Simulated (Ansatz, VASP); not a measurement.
# Cross-check of Ni3Sn4 between VASP and Ansatz, part 2 of 2

Wanted: the spread between two codes on one cell, functional and k mesh.

VASP 6.6.1 and Ansatz 0.2.0.

So far: The starting structure; VASP: single point, PBEsol.

**3. Ansatz: single point, PBEsol**

Level of this step: Ansatz beside VASP: Kohn-Sham DFT, plane waves, PBEsol (Ansatz).

Ansatz runs on its default PAW (the set named soft_2) files.

The same cell, functional, mesh and smearing now go to Ansatz, which takes its cutoff from its data sets.

Contents of input.yaml:

```yaml
crystal:
  lattice:
    - [6.107, -2.03, 0.0]
    - [6.107, 2.03, 0.0]
    - [-1.3507765964, 0.0, 5.0411668874]
  atoms:
    - { symbol: Sn, position: [0.5714, 0.5714, 0.3136] }
    - { symbol: Sn, position: [0.4286, 0.4286, 0.6864] }
    - { symbol: Sn, position: [0.8282, 0.8282, 0.1877] }
    - { symbol: Sn, position: [0.1718, 0.1718, 0.8123] }
    - { symbol: Ni, position: [0.7853, 0.7853, 0.6631], spin: 1.0 }
    - { symbol: Ni, position: [0.2147, 0.2147, 0.3369], spin: -1.0 }
    - { symbol: Ni, position: [0.0, 0.0, 0.0], spin: 1.0 }
hamiltonian:
  xc: pbesol
  pseudopotentials: { kind: paw }
magnetization:
  spin_polarized: true
kpoints:
  mp_grid: { grid: [5, 5, 4] }
scf:
  occupations: { method: gaussian, width: 0.05 }
  n_extra_bands: 8
output:
  forces: true
  stress: true
  eigenvalues: true
```

Launch:

```bash
> ansatz run input.yaml --threads 4 --pin off --max-ram 9216MiB --backend cpu --events-out ev --progress --plain --runs-dir out
```

Numbers of over 12 decimals in the logs are rounded to 6 here.

The program printed:

```text
Warning: the band count 63 (scf.n_extra_bands) hosts the net moment |M| = 1.0000 μB (N_el = 110) but caps the reachable moment at 2·n_bands − N_el = 16.0000 μB, below the 68 bands that the automatic rule leaves for it — a moment growing past the seed, or the majority channel's smearing tail, pins there with fewer empty majority states than that count leaves; raise or omit scf.n_extra_bands unless the cap is intended
scf.n_extra_bands = 8 over 55 filled bands (N_el = 110.0): the run solves 63 bands
Engine: ansatz 0.2.0, aarch64-unknown-linux-gnu
Pseudopotentials: kind: paw
Pseudopotential: Sn, paw, valence charge 14, recommended cutoff 420 eV (normal), Sn.paw.azcp
Pseudopotential: Ni, paw, valence charge 18, recommended cutoff 420 eV (normal), Ni.paw.azcp
Functional definition: PBEsol
  exchange = pbesol_x
  correlation = pbesol_c
Crystal: 7 atoms, lattice volume = 124.993 Å³
Basis set: ecut = 420 eV, 2445 PW (Γ), exchange–correlation on 90×90×72 points (8 copies of the dense FFT grid, shifted against one another)
Bands: 63, of which v1, the nominal top of the filled ones, is band 55 counted from 1 (54 counted from 0)
Symmetry: 2 space group operations
Space group: Cm (ITA 8), of the structure as read, at distance tolerance 5.0e-5 Å
Magnetic group: BNS 8.32 (UNI 39), of the structure as read, at distance tolerance 5.0e-5 Å
k-points: 33 of 100 (time reversal used)
Non-local potential: Sn, projectors of the file, l = 0: 2, l = 1: 2, l = 2: 2, l = 3: 2
Non-local potential: Ni, projectors of the file, l = 0: 3, l = 1: 2, l = 2: 3, l = 3: 1
PAW form: soft (Blöchl's): semilocal exchange-correlation on the pseudo side does not see the compensation charge
PAW frozen core: Sn, regenerated for the run's functional, and the local potential with it (the file was generated under x = pbe(κ = 0.804, μ = 0.219515), c = pbe(β = 0.066725))
PAW frozen core: Ni, regenerated for the run's functional, and the local potential with it (the file was generated under x = pbe(κ = 0.804, μ = 0.219515), c = pbe(β = 0.066725))
PAW one-centre angular grid: Sn, 590 points (default); XC on 64 Gauss nodes
PAW one-centre angular grid: Ni, 590 points (default); XC on 64 Gauss nodes
Initial density: superposition of atomic densities (chi_scale 0.1, normalization cell)
Starting moments: Σ|m| = 3 μB on 3 of 7 sites
Initial wavefunctions: pseudopotential atomic-orbital guess
Functional: x = pbesol(κ = 0.804, μ = 0.123457), c = pbesol(β = 0.046)
SCF iter   1: F=—  HF=-41210.384198 eV  |F-HF|=—  |Δ(HF+E_count)|=         —  Δρ=6.62e-2 (↑5.88e-2 ↓6.62e-2)  dr2=3.55e0  dr2_m=4.05e0  M=0.164 μB ∫|m|=0.563 μB  β_m=0.30  ethr=3.10e-3  ⟨swp⟩=6.3  Hψ=16204  notcnv=0  defer=2
Mixer restart at iter 1: flushing history
preconditioner: auto → Kerker (q_TF=auto, 2.671 Å⁻¹)  [metal: Δε(μ)=0.027 eV  Ē_g=13.926 eV  σ=0.050 eV  W_gap=0.29  n_scr=36 (ndim 8)  ℏωp=30.8 eV  f_vac=0.000  D(μ)=4.71/eV (n_scr^D=36)]
spin=Collinear: Kerker preconditioning applied to the charge; magnetization (m = ρ↑ − ρ↓) channel mixes plain (no charge-response kernel on spin).
SCF iter   2: F=—  HF=-41212.698487 eV  |F-HF|=—  |Δ(HF+E_count)|=    2.31e0  Δρ=5.27e-2 (↑4.54e-2 ↓5.27e-2)  dr2=3.38e0  dr2_m=2.39e0  M=0.169 μB ∫|m|=0.410 μB  β_m=0.62  ethr=3.10e-3  ⟨swp⟩=2.0  Hψ=5327  notcnv=0  defer=147
SCF iter   3: F=—  HF=-41216.182675 eV  |F-HF|=—  |Δ(HF+E_count)|=    3.48e0  Δρ=2.08e-2 (↑2.08e-2 ↓1.77e-2)  dr2=8.55e-1  dr2_m=4.93e-3  M=0.037 μB ∫|m|=0.051 μB  β_m=0.58  ethr=3.07e-3  ⟨swp⟩=4.3  Hψ=8382  notcnv=0  defer=147
SCF iter   4: F=—  HF=-41216.034182 eV  |F-HF|=—  |Δ(HF+E_count)|=   1.48e-1  Δρ=1.29e-2 (↑1.03e-2 ↓1.29e-2)  dr2=9.85e-1  dr2_m=3.12e-3  M=0.016 μB ∫|m|=0.028 μB  β_m=0.52  ethr=7.77e-4  ⟨swp⟩=3.0  Hψ=9262  notcnv=0  defer=150
SCF iter   5: F=—  HF=-41215.859267 eV  |F-HF|=—  |Δ(HF+E_count)|=   1.75e-1  Δρ=3.76e-3 (↑3.76e-3 ↓3.09e-3)  dr2=7.65e-2  dr2_m=2.99e-4  M=0.012 μB ∫|m|=0.017 μB  β_m=0.76  ethr=7.77e-4  ⟨swp⟩=2.3  Hψ=5571  notcnv=0  defer=150
SCF iter   6: F=—  HF=-41215.883271 eV  |F-HF|=—  |Δ(HF+E_count)|=   2.40e-2  Δρ=5.21e-3 (↑5.21e-3 ↓4.74e-3)  dr2=7.47e-2  dr2_m=3.83e-4  M=0.012 μB ∫|m|=0.013 μB  β_m=0.76  ethr=6.95e-5  ⟨swp⟩=2.4  Hψ=6181  notcnv=0  defer=150
SCF iter   7: F=—  HF=-41215.891475 eV  |F-HF|=—  |Δ(HF+E_count)|=   8.20e-3  Δρ=4.38e-3 (↑4.38e-3 ↓3.92e-3)  dr2=5.58e-2  dr2_m=3.28e-4  M=0.011 μB ∫|m|=0.011 μB  β_m=0.54  ethr=6.79e-5  ⟨swp⟩=2.0  Hψ=8164  notcnv=0  defer=150
SCF iter   8: F=—  HF=-41215.884636 eV  |F-HF|=—  |Δ(HF+E_count)|=   6.84e-3  Δρ=7.42e-4 (↑7.42e-4 ↓6.93e-4)  dr2=1.72e-3  dr2_m=1.27e-4  M=0.009 μB ∫|m|=0.009 μB  β_m=0.77  ethr=5.07e-5  ⟨swp⟩=2.0  Hψ=5739  notcnv=0  defer=150
SCF iter   9: F=—  HF=-41215.884523 eV  |F-HF|=—  |Δ(HF+E_count)|=   1.12e-4  Δρ=3.54e-4 (↑1.97e-4 ↓3.54e-4)  dr2=3.21e-4  dr2_m=1.12e-5  M=0.003 μB ∫|m|=0.003 μB  β_m=0.89  ethr=1.57e-6  ⟨swp⟩=2.0  Hψ=5464  notcnv=0  defer=150
SCF iter  10: F=—  HF=-41215.884516 eV  |F-HF|=—  |Δ(HF+E_count)|=   7.87e-6  Δρ=2.19e-4 (↑2.03e-4 ↓2.19e-4)  dr2=1.71e-4  dr2_m=2.50e-7  M=-0.000 μB ∫|m|=0.000 μB  β_m=0.76  ethr=2.92e-7  ⟨swp⟩=2.0  Hψ=5547  notcnv=0  defer=150
SCF iter  11: F=—  HF=-41215.884515 eV  |F-HF|=—  |Δ(HF+E_count)|=   7.27e-7  Δρ=1.91e-4 (↑1.91e-4 ↓1.64e-4)  dr2=1.11e-4  dr2_m=2.91e-7  M=-0.000 μB ∫|m|=0.000 μB  β_m=0.57  ethr=1.55e-7  ⟨swp⟩=2.0  Hψ=7516  notcnv=0  defer=150
SCF iter  12: F=—  HF=-41215.884500 eV  |F-HF|=—  |Δ(HF+E_count)|=   1.50e-5  Δρ=4.41e-5 (↑3.15e-5 ↓4.41e-5)  dr2=6.99e-6  dr2_m=6.80e-8  M=-0.000 μB ∫|m|=0.000 μB  β_m=0.79  ethr=1.01e-7  ⟨swp⟩=2.0  Hψ=5151  notcnv=0  defer=150
SCF iter  13: F=—  HF=-41215.884499 eV  |F-HF|=—  |Δ(HF+E_count)|=   8.50e-7  Δρ=1.73e-5 (↑1.73e-5 ↓1.69e-5)  dr2=1.00e-6  dr2_m=1.53e-8  M=-0.000 μB ∫|m|=0.000 μB  β_m=0.89  ethr=6.35e-9  ⟨swp⟩=2.0  Hψ=5316  notcnv=0  defer=150
SCF iter  14: F=—  HF=-41215.884499 eV  |F-HF|=—  |Δ(HF+E_count)|=   1.15e-7  Δρ=1.45e-5 (↑1.28e-5 ↓1.45e-5)  dr2=6.12e-7  dr2_m=1.48e-9  M=-0.000 μB ∫|m|=0.000 μB  β_m=0.89  ethr=9.11e-10  ⟨swp⟩=2.0  Hψ=5262  notcnv=0  defer=150
SCF iter  15: F=—  HF=-41215.884499 eV  |F-HF|=—  |Δ(HF+E_count)|=   4.32e-8  Δρ=5.19e-6 (↑5.19e-6 ↓4.50e-6)  dr2=9.68e-8  dr2_m=1.57e-10  M=-0.000 μB ∫|m|=0.000 μB  β_m=0.75  ethr=5.56e-10  ⟨swp⟩=2.0  Hψ=5317  notcnv=0  defer=150
SCF iter  16: F=—  HF=-41215.884499 eV  |F-HF|=—  |Δ(HF+E_count)|=   3.10e-9  Δρ=6.33e-6 (↑6.17e-6 ↓6.33e-6)  dr2=1.65e-7  dr2_m=4.37e-11  M=-0.000 μB ∫|m|=0.000 μB  β_m=0.77  ethr=8.80e-11  ⟨swp⟩=2.0  Hψ=5349  notcnv=0  defer=150
SCF iter  17: F=-41215.884499 eV  HF=-41215.884499 eV  |F-HF|=3.78e-9  |Δ(HF+E_count)|=   1.05e-8  Δρ=8.92e-7 (↑8.78e-7 ↓8.92e-7)  dr2=4.55e-9  dr2_m=1.15e-11  M=-0.000 μB ∫|m|=0.000 μB  ethr=8.80e-11  ⟨swp⟩=8.7  Hψ=17612  notcnv=0
SCF 1 converged in 17 iterations: F = -41215.884499 eV  dr2 = 4.55e-9
  greatest PAW one-centre occupation: 1.001 electrons in one spin orbital (limit 2), on the Ni atom at site 4 (counted from 0), in its partial waves of l = 1
WARN: the starting moments were not kept: the SCF closed with an absolute magnetisation of 6.5e-6 μB, where they sum to 3 μB in size (3 sites). That is at most 0.1 of that sum. Measured as dr2_m measures the in/out step, that magnetisation stands 2.3e-11 eV from none, at or under the dr2_threshold of 1.0e-7 eV: it is no larger than a step whose dr2_m would equal this threshold. The system may hold no moment; this SCF [...]
SCF converged after 17 iterations
Magnetization: -0.0000 μB (55.0000 up, 55.0000 down)
Absolute magnetization: 0.0000 μB (∫|ρ↑−ρ↓|, with the PAW one-centre terms)
Spin contamination: 0.0000 ħ² per cell (⟨S²⟩ above its minimum at these occupations)
Per-site moments (μB) at R_I (Å): [(-3.7598537797854875e-8, 1.077352), (-3.083837398230381e-8, 1.077352), (-1.4588810260405134e-7, 1.045735), (-1.4349751479608123e-7, 1.045735), (-2.0023373894076836e-6, 1.091596), (-1.0361115717383881e-6, 1.091596), (-1.463286137862342e-6, 1.045735)]
Free energy (F): -41215.884499 eV
Harris-Foulkes:  -41215.884499 eV  (|F-HF|=3.78e-9)
Internal energy: -41215.876947 eV  (E = F + TS)
E sigma→0 (E₀):  -41215.880723 eV
Entropy (-TS):   -0.007552 eV (-1.079 meV/atom)
Fermi energy:    14.241651 eV
--- Per-component energies (eV) ---
  E_band       = -1186.079775
  E_kinetic    = 1610.641135
  E_local      = -16223.275151  (includes V_loc(G=0)·N_el)
  E_nonlocal   = 1802.898539
  E_hartree    = 7684.651470
  E_xc         = -1771.282249
  E_vxc        = -717.665463  (∫ρ·V_xc dr)
  E_paw        = -21067.258821  (= ΣΔE_a)
  E_vpaw       = -3027.980925  (= ΣTr[D̂ρ^β])
  E_aug_tail   = 0.001488  (compensation charges beyond the density's cutoff)
  E_ewald      = -13253.984584
  E_core_change = 1.731226  (= ΣΔE_core)
  E_smearing   = -0.007552  (= −TS)
  E_closure    = 0.000000  (closes the sum)
  Σ components = -41215.884499   (vs F -41215.884499, Δ=0.00e0)
--- Forces (eV/Å), atoms counted from 1 ---
  atom   1  Sn     0.10102249     0.00000000    -0.03039503
  atom   2  Sn    -0.10102196     0.00000000     0.03039556
  atom   3  Sn     0.00104088     0.00000000    -0.02089687
  atom   4  Sn    -0.00104052     0.00000000     0.02089794
  atom   5  Ni    -0.02252037     0.00000000     0.01000872
  atom   6  Ni     0.02251916     0.00000000    -0.01001060
  atom   7  Ni     0.00000040     0.00000000     0.00000020
  max |Σ_I F_I| component: 9.07e-8 eV/Å
--- Stress (GPa, compression-positive) ---
       -2.590725       0.000000      -0.291548
        0.000000      -2.061563       0.000000
       -0.291548       0.000000      -2.096655
  P = ⅓ Tr σ = -2.2496 GPa (-22.496 kbar)
--- Band table (eV; the first three rows and the last of 66) ---
  k-point 0 ↑: bands = [... 51 lower, 13.0135, 13.4842, 13.9541, 14.0519, 14.7973, 15.0549, 16.0770, 18.4129, ... 4 higher]
  k-point 1 ↑: bands = [... 51 lower, 13.3804, 13.8339, 14.1449, 14.2955, 15.2768, 15.3867, 16.6098, 17.0279, ... 4 higher]
  k-point 2 ↑: bands = [... 51 lower, 13.2176, 14.0954, 14.5145, 15.3124, 15.9086, 16.6594, 17.0769, 17.1453, ... 4 higher]
  k-point 32 ↓: bands = [... 51 lower, 13.3134, 13.6258, 13.6937, 14.7807, 15.1261, 15.7846, 16.7773, 16.7791, ... 4 higher]
```

The job ended after 69 s (4 threads of Arm Neoverse V2, shared host; peak memory 0.91 GiB).

The run ends at a pressure of -2.25 GPa, with forces up to 0.11 eV/Å.

**4. Differences**

Known differences besides the potentials themselves: the data sets hold 110 valence electrons in Ansatz (default PAW (the set named soft_2) files) and 46 in VASP; the cutoff is 420 eV in Ansatz and 350 eV in VASP (PREC = Normal); Ansatz makes its cores anew for this functional, VASP keeps those of its PBE data sets; VASP leaves aspherical gradient terms in its spheres out (LASPH is not set), Ansatz keeps them. Total energies have different zeros and are not compared.

Both answers:

```tsv
quantity	Ansatz	VASP	difference
pressure (GPa)	-2.25	-2.37	+0.12
pressure without Ansatz's Pulay correction (GPa)	-2.32	-2.37	+0.04
```

Forces (eV/Å; atoms numbered as in POSCAR):

```tsv
atom	Ansatz x, y, z	VASP x, y, z
Sn1	0.101, 0.000, -0.030	0.113, 0.000, -0.054
Sn2	-0.101, 0.000, 0.030	-0.113, 0.000, 0.054
Sn3	0.001, 0.000, -0.021	0.028, 0.000, -0.017
Sn4	-0.001, 0.000, 0.021	-0.028, 0.000, 0.017
Ni5	-0.023, 0.000, 0.010	-0.020, 0.000, 0.017
Ni6	0.023, 0.000, -0.010	0.020, 0.000, -0.017
Ni7	0.000, 0.000, 0.000	0.000, 0.000, 0.000
```

The forces differ by 12 meV/Å r.m.s., which is 29.1 % of the r.m.s. force of 0.04 eV/Å (both taken over all components). Ansatz's pressure holds a Pulay correction of 0.07 GPa; VASP's holds none.

**5. What came out**

- r.m.s. force difference (single point, PBEsol): 12 meV/Å

What this shows: The r.m.s. force difference is 12 meV/Å (single point, PBEsol), at about the 12 meV/Å picked in this series as the mark of a large difference. How closely two codes agree says nothing of how well the functional describes the real material.

[Lines on the potential files, build, host, timing and source positions are cut from VASP's logs without a mark.]

[Logs are printed without paths, hosts, clocks, repeated set-up lines and the standing remarks that a program may print on its own settings, such as how far it seeks lower states.]

[Hosts, paths, dates, database ids (printed as entryN), source tags and the programs' standing remarks are cut or masked in the printed files.]
